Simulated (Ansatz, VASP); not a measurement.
# Cross-check of InP between VASP and Ansatz, part 2 of 2

Wanted: the spread between two codes on one cell, functional and k mesh. The cell is taken from a series of runs on this material, whose earlier steps may have relaxed, scaled, displaced or heated it; both programs get it as it stands.

VASP 6.6.1 and Ansatz 0.2.0.

So far: Starting point; VASP: relaxation of cell and atoms, r2SCAN with rVV10.

## 3. Ansatz: relaxation of cell and atoms, r2SCAN with rVV10

Level of this step: Ansatz beside VASP: Kohn-Sham DFT, plane waves, r2SCAN with rVV10 (Ansatz).

Ansatz runs on its default PAW (the set named soft_2) files.

The same cell, functional, mesh and smearing now go to Ansatz, which takes its cutoff from its data sets.

input.yaml reads:

```yaml
crystal:
  lattice:
    - [0.0, 2.93435, 2.93435]
    - [2.93435, 0.0, 2.93435]
    - [2.93435, 2.93435, 0.0]
  atoms:
    - { symbol: In, position: [0.0, 0.0, 0.0] }
    - { symbol: P, position: [0.25, 0.25, 0.25] }
kpoints:
  mp_grid: { grid: [10, 10, 10] }
hamiltonian:
  xc: r2scan
  dispersion: rvv10
scf:
  occupations: { method: gaussian, width: 0.02 }
output:
  forces: true
  stress: true
  eigenvalues: true
relax:
  adjacent_minimum: "off"
  f_tol: 0.005
  max_steps: 60
  cell: { stress_tol: 0.03 }
```

On the command line:

```console
$ ansatz run input.yaml --threads 4 --pin off --max-ram 8192MiB --backend cpu --events-out ev --progress --plain --runs-dir out
```

Numbers of over 12 decimals in the logs are rounded to 6 here.

The program printed:

```text
Engine: ansatz 0.2.0, aarch64-unknown-linux-gnu
Pseudopotentials: kind: paw
Pseudopotential: In, paw, valence charge 13, recommended cutoff 500 eV (meta_gga), In.paw.azcp
Pseudopotential: P, paw, valence charge 5, recommended cutoff 500 eV (meta_gga), P.paw.azcp
Functional definition: r2SCAN+rVV10
  parameter k0 = 0.174
  parameter k1 = 0.065
  parameter a1 = 4.9479
  exchange = r2scan_x(k0 = k0, k1 = k1, a1 = a1)
  correlation = r2scan_c + rvv10(11.95, 0.0093)
Crystal: 2 atoms, lattice volume = 50.532 Å³
Basis set: ecut = 500 eV, 1243 PW (Γ), exchange–correlation on 144×144×144 points (64 copies of the dense FFT grid, shifted against one another)
Bands: 13, of which v1, the nominal top of the filled ones, is band 9 counted from 1 (8 counted from 0)
Symmetry: 24 space group operations
Space group: F-43m (ITA 216), of the structure as read, at distance tolerance 3.7e-5 Å
k-points: 47 of 1000 (time reversal used)
Non-local potential: In, projectors of the file, l = 0: 2, l = 1: 2, l = 2: 2, l = 3: 2
Non-local potential: P, projectors of the file, l = 0: 2, l = 1: 2, l = 2: 2
PAW form: soft (Blöchl's): semilocal exchange-correlation on the pseudo side does not see the compensation charge
rVV10 density: all electrons in the spheres
PAW frozen core: In, regenerated for the run's functional (the file was generated under x = pbe(κ = 0.804, μ = 0.219515), c = pbe(β = 0.066725))
PAW frozen core: P, regenerated for the run's functional (the file was generated under x = pbe(κ = 0.804, μ = 0.219515), c = pbe(β = 0.066725))
PAW one-centre angular grid: In, 590 points (default); XC on 289 of its mesh's 2783 points in the sphere
PAW one-centre angular grid: P, 302 points (default); XC on 160 Gauss nodes
Initial density: superposition of atomic densities (neutral atoms: chi_scale 0, normalization atom), corrected by the library's trained network
Initial wavefunctions: pseudopotential atomic-orbital guess
Functional: x = r2scan, c = r2scan + rvv10(b = 11.95, C = 0.0093); τ floored in thin density (d = 2e-4 eV/Å³)
SCF iter   1: F=—  HF=-6369.310446 eV  |F-HF|=—  |Δ(HF+E_count)|=         —  Δρ=6.84e-3  dr2=2.13e-2  dr2_τ=1.07e-2  ethr=1.77e-3  ⟨swp⟩=6.3  Hψ=4255  notcnv=0
preconditioner: auto → none  [insulator: Δε(μ)=1.044 eV  Ē_g=15.497 eV  σ=0.020 eV  W_gap=1.00  n_scr=14 (ndim 8)  ℏωp=22.2 eV  f_vac=0.020  D(μ)=0.00/eV (n_scr^D=0)  ε∞_Penn≈3.0]
SCF iter   2: F=—  HF=-6369.316783 eV  |F-HF|=—  |Δ(HF+E_count)|=   6.34e-3  Δρ=1.86e-3  dr2=2.20e-3  dr2_τ=1.25e-4  ethr=1.18e-4  ⟨swp⟩=3.1  Hψ=1766  notcnv=0
SCF iter   3: F=—  HF=-6369.316653 eV  |F-HF|=—  |Δ(HF+E_count)|=   1.30e-4  Δρ=1.12e-3  dr2=3.95e-4  dr2_τ=1.06e-5  ethr=1.22e-5  ⟨swp⟩=3.0  Hψ=1230  notcnv=0
SCF iter   4: F=—  HF=-6369.316731 eV  |F-HF|=—  |Δ(HF+E_count)|=   7.81e-5  Δρ=3.35e-4  dr2=3.80e-5  dr2_τ=7.62e-7  ethr=2.20e-6  ⟨swp⟩=1.8  Hψ=716  notcnv=0
SCF iter   5: F=—  HF=-6369.316732 eV  |F-HF|=—  |Δ(HF+E_count)|=   1.41e-6  Δρ=4.58e-5  dr2=9.59e-7  dr2_τ=3.18e-8  ethr=2.11e-7  ⟨swp⟩=2.1  Hψ=798  notcnv=0
SCF iter   6: F=-6369.316732 eV  HF=-6369.316732 eV  |F-HF|=4.36e-9  |Δ(HF+E_count)|=   1.29e-7  Δρ=9.43e-6  dr2=3.08e-8  dr2_τ=8.09e-10  ethr=5.56e-10  ⟨swp⟩=7.8  Hψ=3369  notcnv=0
SCF 1 converged in 6 iterations: F = -6369.316732 eV  dr2 = 3.08e-8
  greatest PAW one-centre occupation: 0.981 electrons in one spin orbital (limit 2), on the In atom at site 0 (counted from 0), in its partial waves of l = 2
relax step   1: F+E_penalty+E_count = -6369.31673221 eV  Δ(F+E_penalty+E_count) = +0.000e0 eV  max|allowed force component| = 2.128e-16 eV/Å  Δτ_max = 0.0000 Å  P = +0.635 GPa  Ω = 50.532 Å³  (6 SCF iters, dr2 threshold 1.00e-7 eV, accepted)
[...]
relax step   2: F+E_penalty+E_count = -6369.31751452 eV  Δ(F+E_penalty+E_count) = -7.823e-4 eV  max|allowed force component| = 8.095e-17 eV/Å  Δτ_max = 0.0000 Å  P = -0.141 GPa  Ω = 51.080 Å³  energy of the carried Pulay correction = -5.152e-5 eV  (5 SCF iters, dr2 threshold 2.00e-7 eV, accepted)
[...]
relax step   3: F+E_penalty+E_count = -6369.31756853 eV  Δ(F+E_penalty+E_count) = -5.401e-5 eV  max|allowed force component| = 1.295e-16 eV/Å  Δτ_max = 0.0000 Å  P = -0.002 GPa  Ω = 50.980 Å³  energy of the carried Pulay correction = -4.214e-5 eV  (4 SCF iters, dr2 threshold 4.94e-8 eV, accepted)
[...]
relax step   4: F+E_penalty+E_count = -6369.31761311 eV  Δ(F+E_penalty+E_count) = -4.458e-5 eV  max|allowed force component| = 9.252e-17 eV/Å  Δτ_max = 0.0000 Å  P = -0.001 GPa  Ω = 50.980 Å³  stress off target by 1.26e-3 GPa  SCF on the basis re-selected at this cell (its energy is not comparable with the rows above)  (5 SCF iters)
basis re-selected at this cell: Δ(F+E_penalty+E_count) = -4.458e-5 eV, ΔP = +0.001 GPa vs the last step (what re-selecting the basis moved, of the pressure what is left beyond the Pulay correction that the steps carried, after the strain that the cell walked since its last selection, with what the two solves' SCF thresholds leave and, on support functions, any second-order correction that the steps lacked; it is no m [...]
SCF converged after 5 iterations
Free energy (F): -6369.317613 eV
Harris-Foulkes:  -6369.317613 eV  (|F-HF|=9.09e-13)
Internal energy: -6369.317613 eV  (E = F + TS)
E sigma→0 (E₀):  -6369.317613 eV
Fermi energy:    7.172373 eV
--- Per-component energies (eV) ---
  E_band       = -64.190936
  E_kinetic    = 312.805748
  E_local      = -1406.734123  (includes V_loc(G=0)·N_el)
  E_nonlocal   = 401.415582
  E_hartree    = 555.604495
  E_xc         = -256.429578
  E_vxc        = -170.737140  (∫ρ·V_xc dr)
  E_paw        = -4761.330192  (= ΣΔE_a)
  E_vpaw       = -322.361564  (= ΣTr[D̂ρ^β])
  E_aug_tail   = 0.000008  (compensation charges beyond the density's cutoff)
  E_vtau       = 10.211535  (kinetic-family band-sum trace: ∫τ·v_τ [+ j·A + Jᵃ·Aᵃ] dr)
  E_ewald      = -1215.524257
  E_core_change = 0.874704  (= ΣΔE_core)
  E_smearing   = -0.000000  (= −TS)
  E_closure    = 0.000000  (closes the sum)
  Σ components = -6369.317613   (vs F -6369.317613, Δ=0.00e0)
--- Forces (eV/Å), atoms counted from 1 ---
  atom   1  In     0.00000000    -0.00000000    -0.00000000
  atom   2  P     -0.00000000     0.00000000     0.00000000
  max |Σ_I F_I| component: 3.70e-17 eV/Å
--- Stress (GPa, compression-positive) ---
       -0.001260       0.000000       0.000000
       -0.000000      -0.001260       0.000000
        0.000000       0.000000      -0.001260
  P = ⅓ Tr σ = -0.0013 GPa (-0.013 kbar)
--- Band table (eV; the first three rows and the last of 47) ---
  k-point 0: bands = [... 5 lower, -5.2778, 6.6417, 6.6417, 6.6417, 7.7026, 11.0525, 11.0525, 11.0525]
  k-point 1: bands = [... 5 lower, -5.1588, 5.5266, 6.5164, 6.5164, 8.4434, 11.1136, 11.2442, 11.2442]
  k-point 2: bands = [... 5 lower, -4.8180, 3.9426, 6.2302, 6.2302, 8.7916, 11.6264, 11.6264, 11.7589]
  k-point 46: bands = [... 5 lower, -2.7779, 0.9595, 3.6741, 3.7269, 10.6710, 10.9967, 13.1904, 13.5817]
--- Relaxed structure (3 steps of the walk, 3 accepted, 1 SCFs on fresh bases) ---
  F+E_penalty+E_count = -6369.31761311 eV   max|allowed force component| = 9.252e-17 eV/Å   (the final SCF, on the basis selected at the relaxed cell)
  cell:  # Å, volume = 50.9800 Å³
    - [0, 2.942998, 2.942998]
    - [2.942998, 0, 2.942998]
    - [2.942998, 2.942998, 0]
  atoms:
    - { symbol: In, position: [0, 0, 0] }
    - { symbol: P, position: [0.25, 0.25, 0.25] }
```

The column dr2 measures how far the density is from self-consistency, as an energy; F and HF (Harris–Foulkes) agree once it is small.

## 4. Side by side

Known differences besides the potentials themselves: VASP keeps PBE cores, Ansatz makes them for the functional; the cutoff is 500 eV in Ansatz and 550 eV in VASP; Ansatz adds a Pulay correction to the stress that steers its cell, VASP none. Total energies have different zeros and are not compared.

The two programs side by side:

```csv
quantity,Ansatz,VASP,difference
volume (Å³),50.98,50.95,+0.06 %
"edge a after relaxation, in the typed setting (Å)",4.162,4.161,+0.02 %
```

## 5. What came out

```yaml
difference_in_volume_relaxation_of_cell_and_atoms_r2scan_with_rvv10: 0.064 %
```

The difference in volume is 0.064 % (relaxation of cell and atoms, r2SCAN with rVV10), within the 1.2 % picked in this series as the mark of a large difference, as far as the stopping tolerances let one tell. Such differences can come from data sets, numerical settings and the points named under the comparisons, not from the functional's error against experiment.

[Lines on the potential files, build, host, timing and source positions are cut from VASP's logs without a mark.]

[Logs are printed without paths, hosts, clocks, repeated set-up lines and the standing remarks that a program may print on its own settings, such as how far it seeks lower states.]

[Hosts, paths, dates, database ids (printed as entryN), source tags and the programs' standing remarks are cut or masked in the printed files.]
